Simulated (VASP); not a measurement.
**Re (Rhenium) with r2SCAN: from relaxation to properties**

What structure does Re (Rhenium) take at this level, and what are its properties? The steps: full relaxation (r2SCAN), density, ELF and potential (r2SCAN), band structure (r2SCAN), total and projected DOS (r2SCAN), volume scan with r2SCAN, fit for r2SCAN and band structure (r2SCAN + SOC). Left out of this account: 1 further run (core levels: core levels are not valid at this level). The start is a cell from a database of measured crystal structures.

Main program and level: VASP 6.6.1; r2SCAN; plane waves and PAW (Re), in the first sound run; inputs show where later runs differ.

### 1. The starting structure

Before any relaxation, the start is as follows. The structure is hexagonal, space group P6_3/mmc (No. 194). The conventional cell has a = 2.761 Å, b = 2.761 Å, c = 4.458 Å, α = 90.00°, β = 90.00°, γ = 120.00°. Nearest to Re lie 12 Re at 2.74 to 2.76 Å.

Coordinates:

```cif
data_structure
_symmetry_space_group_name_H-M 'P6_3/mmc'
_symmetry_Int_Tables_number 194
_cell_length_a 2.7608
_cell_length_b 2.7608
_cell_length_c 4.4582
_cell_angle_alpha 90.000
_cell_angle_beta 90.000
_cell_angle_gamma 120.000
_cell_volume 29.43
loop_
_atom_site_label
_atom_site_type_symbol
_atom_site_symmetry_multiplicity
_atom_site_Wyckoff_symbol
_atom_site_fract_x
_atom_site_fract_y
_atom_site_fract_z
_atom_site_occupancy
Re1 Re 2 c 0.33333 0.66667 0.25000 1
```

### 2. Full relaxation (r2SCAN)

Properties are meant for the cell that this level of theory prefers, so cell and atoms are relaxed first (ISIF = 3) until forces and stress are small; EDIFFG sets the threshold. r2SCAN adds the kinetic-energy density, costs more than a GGA and is run with LASPH.

Input file INCAR:

```
SYSTEM = Re
PREC = Accurate
ENCUT = 400
EDIFF = 1E-06
NELM = 100
ISMEAR = 1
SIGMA = 0.2
LREAL = .FALSE.
ALGO = Normal
METAGGA = R2SCAN
LASPH = .TRUE.
NBANDS = 13
LORBIT = 11
LWAVE = .FALSE.
LCHARG = .FALSE.
KPAR = 2
IBRION = 2
NSW = 60
ISIF = 3
EDIFFG = -0.01
```

Input file POSCAR:

```
Re
1.0
    2.7608000000      0.0000000000      0.0000000000
   -1.3804000000      2.3909229348      0.0000000000
    0.0000000000      0.0000000000      4.4582000000
Re
2
Direct
    0.3333333333      0.6666666667      0.2500000000
    0.6666666667      0.3333333333      0.7500000000
```

Input file KPOINTS:

```
Automatic mesh
0
Gamma
8 8 5
0 0 0
```

PAW data sets: Re (PBE family, release 64).

On the command line:

```bash
$ mpirun -np 2 vasp_std
```

Output:

```text
[banner, memory and clock lines left out]
running    2 mpi-ranks, on    1 nodes
 distrk:  each k-point on    1 cores,    2 groups
 distr:  one band on    1 cores,    1 groups

 POSCAR found type information on POSCAR Re
 POSCAR found :  1 types and       2 ions
|                                                                             |
|               ----> ADVICE to this user running VASP <----                  |
|                                                                             |
|     You enforced a specific xc type in the INCAR file but a different       |
|     [... a line on the potential file left out ...]
|     I HOPE YOU KNOW WHAT YOU ARE DOING!                                     |
|                                                                             |

 LDA part: xc-table for (None), standard interpolation
 POSCAR, INCAR and KPOINTS ok, starting setup
 FFT: planning ... GRIDC
 FFT: planning ... GRID_SOFT
 FFT: planning ... GRID
 WAVECAR not read
 entering main loop
       N       E                     dE             d eps       ncg     rms          rms(c)
DAV:   1    -0.650220237229E+02   -0.65022E+02   -0.62972E+03  1552   0.126E+03
DAV:   2    -0.104890119728E+03   -0.39868E+02   -0.34439E+02  1280   0.263E+02
DAV:   3    -0.106113444948E+03   -0.12233E+01   -0.11484E+01  1359   0.569E+01
DAV:   4    -0.106130573228E+03   -0.17128E-01   -0.17067E-01  1214   0.410E+00
DAV:   5    -0.106130895972E+03   -0.32274E-03   -0.32268E-03  1296   0.964E-01    0.357E+01
DAV:   6    -0.105146956435E+03    0.98394E+00   -0.37351E-01  1417   0.134E+01    0.181E+01
DAV:   7    -0.104905457967E+03    0.24150E+00   -0.53320E-01  1342   0.228E+01    0.275E+00
DAV:   8    -0.104906702947E+03   -0.12450E-02   -0.86293E-03  1345   0.217E+00    0.560E-01
DAV:   9    -0.104903249127E+03    0.34538E-02   -0.33303E-03  1470   0.834E-01    0.229E-01
DAV:  10    -0.104903262916E+03   -0.13789E-04   -0.21799E-04  1398   0.343E-01    0.135E-01
DAV:  11    -0.104903268465E+03   -0.55483E-05   -0.20201E-05  1332   0.129E-01    0.211E-02
DAV:  12    -0.104903267906E+03    0.55854E-06   -0.28968E-07   705   0.290E-02
   1 F= -.10490327E+03 E0= -.10490348E+03  d E =-.104903E+03
 curvature:   0.00 expect dE= 0.000E+00 dE for cont linesearch  0.000E+00
 trial: gam= 0.00000 g(F)=  0.380E-46 g(S)=  0.830E-03 ort = 0.000E+00 (trialstep = 0.100E+01)
 search vector abs. value=  0.830E-03
 bond charge predicted
       N       E                     dE             d eps       ncg     rms          rms(c)
DAV:   1    -0.104903185510E+03    0.82954E-04   -0.18326E-01   949   0.213E+01    0.103E+00
DAV:   2    -0.104902542572E+03    0.64294E-03   -0.13685E-03  1336   0.912E-01    0.425E-01
DAV:   3    -0.104902302344E+03    0.24023E-03   -0.50516E-04  1391   0.623E-01    0.245E-02
DAV:   4    -0.104902305712E+03   -0.33687E-05   -0.84393E-06  1268   0.254E-02    0.108E-02
DAV:   5    -0.104902304451E+03    0.12614E-05   -0.17742E-06   722   0.384E-02    0.832E-03
DAV:   6    -0.104902304057E+03    0.39429E-06   -0.56167E-07   565   0.217E-02
   2 F= -.10490230E+03 E0= -.10490259E+03  d E =0.963849E-03
[...]
3 F= -.10490337E+03 E0= -.10490361E+03  d E =-.982064E-04
[...]
4 F= -.10490337E+03 E0= -.10490361E+03  d E =-.984061E-04
[...]
5 F= -.10490337E+03 E0= -.10490361E+03  d E =-.978621E-04
[...]
6 F= -.10490334E+03 E0= -.10490358E+03  d E =0.223831E-04
 trial-energy change:    0.000022  1 .order    0.000018   -0.000065    0.000100
 step:   0.2972(harm=  0.3313)  dis= 0.00000  next Energy=  -104.903377 (dE=-0.112E-04)
 bond charge predicted
       N       E                     dE             d eps       ncg     rms          rms(c)
DAV:   1    -0.104903403799E+03   -0.60430E-04   -0.34411E-03  1190   0.212E+00    0.700E-02
DAV:   2    -0.104903380410E+03    0.23389E-04   -0.28592E-05  1346   0.830E-02    0.308E-02
DAV:   3    -0.104903376768E+03    0.36413E-05   -0.47256E-06   943   0.555E-02    0.725E-03
DAV:   4    -0.104903376931E+03   -0.16244E-06   -0.10727E-06   515   0.275E-02
   7 F= -.10490338E+03 E0= -.10490362E+03  d E =-.111626E-04
 curvature:  -0.18 expect dE=-0.506E-06 dE for cont linesearch -0.330E-06
 trial: gam= 0.00000 g(F)=  0.264E-47 g(S)=  0.282E-05 ort =-0.124E-04 (trialstep = 0.734E+00)
 search vector abs. value=  0.282E-05
 reached required accuracy - stopping structural energy minimisation
```

The job ended after 73 s (2 MPI ranks of AMD EPYC 7R43, shared host; peak memory 0.2 GiB).

Lines that name or quote the potential files are left out of all logs, and their timing lines are given in words.

Parts of OUTCAR (step 2):

```text
ion  position               nearest neighbor table
   1  0.333  0.667  0.250-   2 2.74   2 2.74   2 2.74   2 2.74   2 2.74   2 2.74
   2  0.667  0.333  0.750-   1 2.74   1 2.74   1 2.74   1 2.74   1 2.74   1 2.74

  LATTYP: Found a hexagonal cell.
 ALAT       =     2.7608000000
 C/A-ratio  =     1.6148217908

 Subroutine GETGRP returns: Found 24 space group operations
 (whereof 12 operations were pure point group operations)

The static configuration has the point symmetry D_3d.
 The point group associated with its full space group is D_6h.

 Found     30 irreducible k-points:

   k-points           NKPTS =     30   k-points in BZ     NKDIM =     30   number of bands    NBANDS=     13

   dimension x,y,z NGX =    18 NGY =   18 NGZ =   30
   dimension x,y,z NGXF=    36 NGYF=   36 NGZF=   60

   ENCUT  =  400.0 eV  29.40 Ry    5.42 a.u.   4.50  4.50  7.27*2*pi/ulx,y,z

   NELECT =      14.0000    total number of electrons

 k-points in reciprocal lattice and weights: Automatic mesh
   0.00000000  0.00000000  0.00000000       0.003
   0.12500000  0.00000000  0.00000000       0.019
   0.25000000  0.00000000  0.00000000       0.019
   0.37500000 -0.00000000  0.00000000       0.019
   0.50000000  0.00000000  0.00000000       0.009
   0.12500000  0.12500000  0.00000000       0.019
   0.25000000  0.12500000  0.00000000       0.038
   0.37500000  0.12500000  0.00000000       0.038
   0.25000000  0.25000000  0.00000000       0.019
[...]
0.25000000  0.25000000  0.40000000       0.038
   0.37500000  0.25000000  0.40000000       0.038

 average (electrostatic) potential at core
       1 -44.8096       2 -44.8096

 E-fermi :   7.6536

 k-point     1 :       0.0000    0.0000    0.0000
  band No.  band energies     occupation
    ...
      3       6.0465      2.00000
      4       6.0698      2.00000
      5       6.0698      2.00000
      6       6.9314      2.00000
      7       6.9314      2.00000
      8       7.9307     -0.06460
      9       7.9307     -0.06460
     10       8.2421     -0.00026
     11      11.2266     -0.00000
     12      11.2266     -0.00000
    ...

 k-point     2 :       0.1250    0.0000    0.0000
  band No.  band energies     occupation
    ...
      6       6.6749      2.00000
      7       6.9216      2.00000
      8       7.4719      2.02572
      9       7.5007      1.96078
     10       7.6836      0.74928
     11      11.5184     -0.00000
     12      13.3945      0.00000
     13      18.1829      0.00000

 k-point     3 :       0.2500    0.0000    0.0000
  band No.  band energies     occupation
    ...
      3       4.1789      2.00000
      4       4.5279      2.00000
      5       5.8350      2.00000
      6       6.6242      2.00000
      7       7.0174      2.00007
      8       8.3288     -0.00002
      9       8.3690     -0.00001
     10       9.0678     -0.00000
     11      11.9491      0.00000
     12      16.6255      0.00000
    ...

  Total       -0.0024449     -0.0024449     -0.0102463      0.0000000     -0.0000000      0.0000000
  in kB       -0.1332625     -0.1332625     -0.5584871      0.0000000     -0.0000000      0.0000000
  external PRESSURE =      -0.2750040 kB  Pullay stress =       0.0000000 kB

  energy-cutoff  :      400.00
  volume of cell :       29.39
      direct lattice vectors                 reciprocal lattice vectors
     2.758689156 -0.000000000  0.000000000     0.362491003  0.209284278 -0.000000000
    -1.379344578  2.389094890  0.000000000     0.000000000  0.418568557 -0.000000000
     0.000000000  0.000000000  4.459940316    -0.000000000 -0.000000000  0.224218247

 POSITION                                       TOTAL-FORCE (eV/Angst)
 -----------------------------------------------------------------------------------
     -0.00000      1.59273      1.11499         0.000000     -0.000000      0.000000
      1.37934      0.79636      3.34496        -0.000000      0.000000     -0.000000
 -----------------------------------------------------------------------------------
    total drift:                               -0.000000      0.000000     -0.000000

  FREE ENERGIE OF THE ION-ELECTRON SYSTEM (eV)
  ---------------------------------------------------
  free  energy   TOTEN  =      -104.9033769308 eV

  energy  without entropy=     -104.9040967769  energy(sigma->0) =     -104.90361688

 reached required accuracy - stopping structural energy minimisation

 total charge
# of ion       s       p       d       tot
------------------------------------------
    1        0.617   0.685   4.833   6.135
    2        0.617   0.685   4.833   6.135
--------------------------------------------------
tot          1.234   1.370   9.666  12.270

[... 3 further parts left out ...]
```

The k-mesh is coarse for a metal. The PAW data sets were made with PBE, which is usual practice but a small mismatch for other functionals. The data set Re keeps the semicore shell frozen, which is cheaper and a little less accurate. The run keeps the 24 symmetry operations of its start, so it cannot find a distortion of lower symmetry.

Little changed from the start: no atom moved by 0.005 Å and no cell edge by 0.1 %.

This step gave:

- electrons: 14
- bands: 13
- irreducible k-points: 30
- symmetry operations: 24
- free energy (TOTEN): -104.9034 eV
- energy at zero smearing: -104.9036 eV
- Fermi energy: 7.654 eV
- pressure: -0.02750 GPa
- metallic: yes
- SCF cycles over all ionic steps: 36

It ends with forces that vanish by symmetry and a pressure of -0.03 GPa. The volume lies -0.1 % from that of the database's start, which holds the thermal and zero-point expansion of its experiment.

[end of part 1 of 4]

[Lines on the potential files, build, host, timing and source positions are cut from VASP's logs without a mark.]

[Logs are printed without paths, hosts, clocks, repeated set-up lines and the standing remarks that a program may print on its own settings, such as how far it seeks lower states.]

[Hosts, paths, dates, database ids (printed as entryN), source tags and the programs' standing remarks are cut or masked in the printed files.]

[A measured line is paired with the nearest computed mode of its activity, which favours agreement.]
